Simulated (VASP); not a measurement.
These are vdW-DF2, VASP's PBE PAW potentials (set 64) (plane waves; VASP) values and carry that method's errors.

A VASP calculation is set up with these files.

**INCAR**
```
! general
SYSTEM   = CoAl
PREC     = Accurate
ENCUT    = 520
LREAL    = .FALSE.
LASPH    = .TRUE.

! electronic loop
EDIFF    = 1E-7
NELM     = 100
ALGO     = Normal
LMAXMIX  = 4

! smearing
ISMEAR   = -5

! functional
GGA      = ML
LUSE_VDW = .TRUE.
AGGAC    = 0.0
ZAB_VDW  = -1.8867

! ions
ISIF     = 2

! output
LWAVE    = .FALSE.
LCHARG   = .TRUE.
LORBIT   = 11
NEDOS    = 601
```

### POSCAR
```
CoAl
2.8894140
  0.9999999319   0.0000000000   0.0000000000
  0.0000000000   0.9999999319   0.0000000000
  0.0000000000   0.0000000000   0.9999999319
Al Co
1 1
Cartesian
  0.4999999659   0.4999999659   0.4999999659
  0.0000000000   0.0000000000   0.0000000000
```

**KPOINTS**
```
Automatic mesh
0
Gamma
14 14 14
0 0 0
```

POTCAR, in this order: Al Co (PBE.64 set). Program: vasp_std.

The run wrote:

### OSZICAR
```
       N       E                     dE             d eps       ncg     rms          rms(c)
DAV:   1     0.417618794100E+02    0.41762E+02   -0.54032E+03  2416   0.125E+03
DAV:   2    -0.650774083380E+01   -0.48270E+02   -0.46055E+02  2428   0.191E+02
DAV:   3    -0.775860974094E+01   -0.12509E+01   -0.12386E+01  2854   0.401E+01
DAV:   4    -0.778438570979E+01   -0.25776E-01   -0.25785E-01  2998   0.512E+00
DAV:   5    -0.778523070049E+01   -0.84499E-03   -0.84523E-03  2864   0.920E-01    0.104E+01
DAV:   6    -0.100145788346E+02   -0.22293E+01   -0.53573E+01  2756   0.108E+02    0.152E+01
DAV:   7    -0.665346677144E+01    0.33611E+01   -0.25357E+01  2650   0.704E+01    0.161E+00
DAV:   8    -0.665139686943E+01    0.20699E-02   -0.16585E-01  2504   0.368E+00    0.985E-01
DAV:   9    -0.664319807282E+01    0.81988E-02   -0.36573E-02  2878   0.302E+00    0.229E-01
DAV:  10    -0.664310094254E+01    0.97130E-04   -0.11861E-03  3010   0.432E-01    0.549E-02
DAV:  11    -0.664309862891E+01    0.23136E-05   -0.92298E-05  3244   0.116E-01    0.136E-02
DAV:  12    -0.664309831364E+01    0.31527E-06   -0.34543E-06  2828   0.191E-02    0.473E-03
DAV:  13    -0.664309602085E+01    0.22928E-05   -0.16321E-06  3282   0.116E-02    0.215E-03
DAV:  14    -0.664309607682E+01   -0.55977E-07   -0.24067E-08  1292   0.173E-03
   1 F= -.66430961E+01 E0= -.66430961E+01  d E =0.000000E+00
```

**OUTCAR**
```
------------------------ aborting loop because EDIFF is reached ----------------------------------------
  FORCE on cell =-STRESS in cart. coord.  units (eV):
  Direction    XX          YY          ZZ          XY          YZ          ZX
  --------------------------------------------------------------------------------------
  Total       -0.0103843     -0.0103843     -0.0103843     -0.0000000      0.0000000     -0.0000000
  in kB       -0.6897003     -0.6897003     -0.6897003     -0.0000000      0.0000000     -0.0000000
  external PRESSURE =      -0.6897003 kB  Pullay stress =       0.0000000 kB
  volume of cell :       24.12
      direct lattice vectors                 reciprocal lattice vectors
     2.889413803  0.000000000  0.000000000     0.346090961  0.000000000  0.000000000
     0.000000000  2.889413803  0.000000000     0.000000000  0.346090961  0.000000000
     0.000000000  0.000000000  2.889413803     0.000000000  0.000000000  0.346090961
 POSITION                                       TOTAL-FORCE (eV/Angst)
 -----------------------------------------------------------------------------------
      1.44471      1.44471      1.44471         0.000000      0.000000      0.000000
      0.00000      0.00000      0.00000         0.000000      0.000000      0.000000
 -----------------------------------------------------------------------------------
    total drift:                                0.000000      0.000000      0.000000
  FREE ENERGIE OF THE ION-ELECTRON SYSTEM (eV)
  ---------------------------------------------------
  free  energy   TOTEN  =        -6.6430960768 eV

  energy  without entropy=       -6.6430960768  energy(sigma->0) =       -6.64309608

 total charge

# of ion       s       p       d       tot
------------------------------------------
    1        0.380   0.406   0.000   0.786
    2        0.411   0.463   7.519   8.393
--------------------------------------------------
tot          0.791   0.869   7.519   9.179
```
(Selected blocks of OUTCAR.)

For a metal the tetrahedron method with Blöchl corrections gives inexact stress and forces.

The compound is CoAl in the CsCl type structure. It was relaxed first. The run is not spin-polarised, so no magnetic state was tried.
